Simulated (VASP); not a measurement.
OSZICAR of a VASP run on PbTe (relaxed from the rock salt structure, space group Fm-3m):

### OSZICAR
```
       N       E                     dE             d eps       ncg     rms          rms(c)
DAV:   1     0.148429829296E+03    0.14843E+03   -0.92001E+03   560   0.133E+03
DAV:   2     0.336033752665E+01   -0.14507E+03   -0.14222E+03   560   0.329E+02
DAV:   3    -0.810133303276E+01   -0.11462E+02   -0.11324E+02   764   0.997E+01
DAV:   4    -0.836746946903E+01   -0.26614E+00   -0.26607E+00   658   0.182E+01
DAV:   5    -0.837687236197E+01   -0.94029E-02   -0.94029E-02   768   0.313E+00    0.344E+00
DAV:   6    -0.826616240142E+01    0.11071E+00   -0.26060E-01   786   0.446E+00    0.216E+00
DAV:   7    -0.826051996081E+01    0.56424E-02   -0.74922E-02   696   0.171E+00    0.882E-01
DAV:   8    -0.826077115662E+01   -0.25120E-03   -0.84122E-03   662   0.108E+00    0.133E-01
DAV:   9    -0.826073131319E+01    0.39843E-04   -0.10206E-03   788   0.360E-01    0.392E-02
DAV:  10    -0.826073072107E+01    0.59212E-06   -0.98500E-05   670   0.999E-02    0.220E-02
DAV:  11    -0.826073319109E+01   -0.24700E-05   -0.22071E-05   678   0.385E-02    0.141E-02
DAV:  12    -0.826073310868E+01    0.82408E-07   -0.12331E-06   452   0.944E-03
   1 F= -.82607331E+01 E0= -.82607331E+01  d E =-.826073E+01
```

Question: Which electronic solver shows in the log?

Answer: It is blocked Davidson (ALGO = Normal, or the opening steps of other solvers). The INCAR had ALGO = Normal.

Question: Can the final energy be trusted as converged?

Answer: Self-consistency was reached. It stopped with EDIFF = 1E-6, NELM = 100, NSW = 40 and EDIFFG = -0.02 after 1 ionic step (PBEsol GGA, plane waves, VASP's PBE PAW potentials (set 64)).

The structure was generated: PbTe was put into the rock salt type (Fm-3m), which need not be its known phase. It was relaxed first, which changed the volume by +16 %.
